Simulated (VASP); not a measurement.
These are PBEsol GGA, VASP's PBE PAW potentials (set 64) (plane waves; VASP) values and carry that method's errors.

A VASP calculation is set up with these files.

INCAR:
```
ALGO = Normal
EDIFF = 1E-7
ENCUT = 400
GGA = PS
ISIF = 2
ISMEAR = -5
LASPH = T
LCHARG = T
LMAXMIX = 6
LORBIT = 11
LREAL = F
LWAVE = F
NEDOS = 601
NELM = 100
PREC = Accurate
SYSTEM = Al2Au2
```

POSCAR:
```
Al2Au2
1
    0.5680477125     3.7804290634     3.7804286213
    4.3484791801    -0.0000024042     4.3484786211
    2.1742383880     2.1742383880    -0.0000000000
Au Al
2 2
Direct
  0.0000000000   0.0000000000   0.0000000000
  0.0000000000   0.5000000000   0.0000000000
  0.5000000000   0.0000000000   1.0000000000
  0.5000000000   0.5000000000   0.0000000000
```

KPOINTS:
```
Automatic mesh
0
G
  10 9 17
0 0 0
```

POTCAR, in this order: Au Al (PBE.64 set). Program: vasp_std.

The resulting files:

OSZICAR:
```
       N       E                     dE             d eps       ncg     rms          rms(c)
DAV:   1     0.106116641501E+03    0.10612E+03   -0.11329E+04 28688   0.112E+03
DAV:   2    -0.155881218992E+02   -0.12170E+03   -0.11757E+03 31624   0.230E+02
DAV:   3    -0.191904264277E+02   -0.36023E+01   -0.35545E+01 33408   0.366E+01
DAV:   4    -0.192213018128E+02   -0.30875E-01   -0.30744E-01 31920   0.355E+00
DAV:   5    -0.192216174185E+02   -0.31561E-03   -0.31325E-03 32232   0.377E-01    0.126E+01
DAV:   6    -0.174269355797E+02    0.17947E+01   -0.11151E+01 28388   0.276E+01    0.792E+00
DAV:   7    -0.173373488426E+02    0.89587E-01   -0.36693E-01 28762   0.549E+00    0.416E+00
DAV:   8    -0.173004448481E+02    0.36904E-01   -0.41665E-02 29966   0.106E+00    0.555E-01
DAV:   9    -0.172989546726E+02    0.14902E-02   -0.74455E-03 30132   0.747E-01    0.150E-01
DAV:  10    -0.172989770531E+02   -0.22380E-04   -0.38496E-04 30494   0.150E-01    0.555E-02
DAV:  11    -0.172989591262E+02    0.17927E-04   -0.20947E-05 31540   0.378E-02    0.161E-02
DAV:  12    -0.172989480014E+02    0.11125E-04   -0.32760E-06 29332   0.106E-02    0.383E-03
DAV:  13    -0.172989453572E+02    0.26442E-05   -0.31317E-07 26980   0.424E-03    0.114E-03
DAV:  14    -0.172989452438E+02    0.11340E-06   -0.95502E-09 15322   0.684E-04    0.308E-04
DAV:  15    -0.172989451610E+02    0.82808E-07   -0.20344E-09 14938   0.356E-04
   1 F= -.17298945E+02 E0= -.17298945E+02  d E =0.000000E+00
```

### OUTCAR
```
------------------------ aborting loop because EDIFF is reached ----------------------------------------
  FORCE on cell =-STRESS in cart. coord.  units (eV):
  Direction    XX          YY          ZZ          XY          YZ          ZX
  --------------------------------------------------------------------------------------
  Total        0.0477671      0.0477671      0.0108619     -0.0539032      0.0027075     -0.0027075
  in kB        1.1575591      1.1575591      0.2632204     -1.3062568      0.0656113     -0.0656113
  external PRESSURE =       0.8594462 kB  Pullay stress =       0.0000000 kB
  volume of cell :       66.11
      direct lattice vectors                 reciprocal lattice vectors
     0.568047712  3.780429063  3.780428621    -0.143003976  0.143003976  0.143004074
     4.348479180 -0.000002404  4.348478621     0.124323096 -0.124323096  0.105642305
     2.174238388  2.174238388  0.000000000     0.248646464  0.211284703 -0.248646379
 POSITION                                       TOTAL-FORCE (eV/Angst)
 -----------------------------------------------------------------------------------
      0.00000      0.00000      0.00000        -0.000000     -0.000000      0.000000
      2.17424     -0.00000      2.17424        -0.000000      0.000000      0.000000
      0.28402      1.89021      1.89021        -0.000000     -0.000000      0.000000
      2.45826      1.89021      4.06445         0.000000      0.000000      0.000000
 -----------------------------------------------------------------------------------
    total drift:                               -0.000000      0.000000      0.000000
  FREE ENERGIE OF THE ION-ELECTRON SYSTEM (eV)
  ---------------------------------------------------
  free  energy   TOTEN  =       -17.2989451610 eV

  energy  without entropy=      -17.2989451610  energy(sigma->0) =      -17.29894516

 total charge

# of ion       s       p       d       tot
------------------------------------------
    1        0.689   0.441   8.660   9.790
    2        0.689   0.441   8.660   9.790
    3        0.397   0.337   0.000   0.734
    4        0.397   0.337   0.000   0.734
--------------------------------------------------
tot          2.172   1.557  17.320  21.049
```
(Selected blocks of OUTCAR.)

For a metal the tetrahedron method with Blöchl corrections gives inexact stress and forces.

The structure was generated: Al2Au2 was put into an ordered model structure (R-3m), which need not be its known phase. It was relaxed first.
